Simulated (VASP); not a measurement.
SrMg6Sb: single point with RPBE

Crystal: SrMg6Sb.

```
CELL_PARAMETERS angstrom
5.42996 0.00000 0.00000
0.00000 3.22547 5.97668
0.00000 -3.22547 5.97668
ATOMIC_POSITIONS crystal
Sb 0.50000 0.66132 0.66132
Sr 0.50000 0.17080 0.17080
Mg 0.00000 0.83565 0.83565
Mg 0.00000 0.34310 0.34310
Mg 0.00000 0.33415 0.81740
Mg 0.00000 0.81740 0.33415
Mg 0.50000 0.17037 0.66719
Mg 0.50000 0.66719 0.17037
```

The cell comes from a database or a generator and needn't be the stable form of this composition.

```
Program             : VASP 6.6.1
Task                : single point
Functional          : RPBE
Potentials or basis : VASP PAW PBE potentials, release 64 (Sb, Sr_sv, Mg)
Cutoff              : 500 eV
k mesh              : 5 × 5 × 5
Occupations         : gaussian, width 0.1 eV
Spin                : no spin polarisation
```

```yaml
Pressure: 1.0 GPa
Largest_force: 0.084 eV/Å
Band_gap_on_the_k_mesh: none (metal or under the smearing width)
```

Forces in eV/Å, atoms in the order of the input:
```
Sb   0.000  0.000 -0.034
Sr   0.000  0.000  0.046
Mg   0.000  0.000  0.027
Mg   0.000  0.000  0.018
Mg   0.000 -0.059 -0.060
Mg   0.000  0.059 -0.060
Mg   0.000 -0.012  0.031
Mg   0.000  0.012  0.031
```

Stress tensor (GPa, compression positive):
```
0.08 0.00 0.00
0.00 1.46 0.00
0.00 0.00 1.43
```

Levels at points of the mesh, in eV from the Fermi level:
```tsv
k point	band 11	band 12	band 13	band 14	band 15	band 16
(0.00, 0.00, 0.00)	-2.11	-1.50	-0.71	0.50	1.20	1.30
```

Run time: 85 s on 1 thread of Intel(R) Xeon(R) Platinum 8488C (Sapphire Rapids) (shared host), peak memory 0.38 GiB.

Caveat: the PAW data sets were made with another functional, which shifts forces and pressure a little. The run has no spin-orbit coupling, so splittings on Sb are missing.
